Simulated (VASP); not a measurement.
Given:

```yaml
crystal:
  lattice:
    - [1.90973, -3.30776, 0.00000]
    - [1.90973, 3.30776, 0.00000]
    - [0.00000, 0.00000, 6.26243]
  atoms:
    - { symbol: Zn, position: [0.66667, 0.33333, 0.50023] }
    - { symbol: Zn, position: [0.33333, 0.66667, 0.00023] }
    - { symbol: S, position: [0.66667, 0.33333, 0.87477] }
    - { symbol: S, position: [0.33333, 0.66667, 0.37477] }
```

All values below come from optB86b-vdW, VASP's PBE PAW potentials (set 64) (plane waves; VASP 6.6.1). Run with 520 eV cut-off, 6×6×3 Γ-centred mesh, Gaussian smearing of 0.050 eV, potentials Zn S.

**Question.** Estimate the energy per atom (σ→0), band gap (on the k-mesh) with the smallest direct gap where there is one.

**Answer.** 
band gap (on the k-mesh): 2.10 eV
smallest direct gap (on the k-mesh): 2.10 eV
energy per atom (σ→0): -1.189 eV/atom

Only differences to runs with the same potentials and settings are physical.

The compound is ZnS in the wurtzite structure, the high-temperature form. It was relaxed first. The start is the result of an earlier pass.
